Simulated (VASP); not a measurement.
A convergence study with VASP on Hf (hcp): one setting is varied, all else stays as given below, so the limit is that of these other settings.

```xyz
2
Lattice="1.5950 -2.7626 0.0000 1.5950 2.7626 0.0000 0.0000 0.0000 5.0500" Properties=species:S:1:pos:R:3 pbc="T T T"
Hf     1.5950     0.9209     1.2625
Hf     1.5950    -0.9209     3.7875
```

Computed with PBE GGA, VASP's PBE PAW potentials (set 64) (plane waves; VASP). The tightest run used: 550 eV cut-off, 23×23×12 Γ-centred mesh, first-order Methfessel-Paxton smearing of 0.10 eV, potentials Hf_pv.

Task: The settings run are 1×1×1 mesh; 2×2×1 mesh; 3×3×2 mesh; 4×4×2 mesh; 5×5×3 mesh; 6×6×3 mesh; 7×7×4 mesh; 8×8×4 mesh; 9×9×5 mesh; 10×10×5 mesh; 12×12×6 mesh; 13×13×7 mesh; 14×14×7 mesh; 15×15×8 mesh; 16×16×9 mesh; 17×17×9 mesh; 18×18×10 mesh; 19×19×10 mesh; 20×20×11 mesh; 21×21×11 mesh; 22×22×12 mesh; 23×23×12 mesh. From which on does the energy per atom stay within 0.01 eV/atom of the tightest run?

Result: From 7×7×4 mesh on: it is off by 0.0001 there and by no more than 0.01 in any finer run, while 6×6×3 mesh is off by 0.0292.
```csv
setting,E (eV/atom),pressure (GPa),irreducible k-points,difference judged (eV/atom)
1×1×1 mesh,-9.3386,47.47,1,0.5860
2×2×1 mesh,-10.3166,-0.35,2,0.3920
3×3×2 mesh,-9.9539,0.71,6,0.0293
4×4×2 mesh,-9.8868,0.60,8,0.0379
5×5×3 mesh,-9.9222,0.38,10,0.0025
6×6×3 mesh,-9.8954,1.68,14,0.0292
7×7×4 mesh,-9.9246,1.23,24,0.0001
8×8×4 mesh,-9.9319,0.76,30,0.0072
9×9×5 mesh,-9.9271,0.83,36,0.0024
10×10×5 mesh,-9.9248,0.72,42,0.0001
12×12×6 mesh,-9.9236,1.01,76,0.0011
13×13×7 mesh,-9.9241,1.00,84,0.0006
14×14×7 mesh,-9.9238,0.95,96,0.0009
15×15×8 mesh,-9.9247,0.96,135,0.0000
16×16×9 mesh,-9.9246,0.91,150,0.0001
17×17×9 mesh,-9.9253,0.94,165,0.0007
18×18×10 mesh,-9.9249,0.93,222,0.0002
19×19×10 mesh,-9.9251,0.89,240,0.0005
20×20×11 mesh,-9.9245,0.95,264,0.0002
21×21×11 mesh,-9.9244,0.95,288,0.0003
22×22×12 mesh,-9.9246,0.96,364,0.0001
23×23×12 mesh,-9.9247,0.94,392,0.0000
```

Left out are rungs that failed or repeat a setting and relaxations that didn't move; long series are thinned to 24 rows.

The compound is Hf in the hcp structure. The cell was not relaxed at this level.
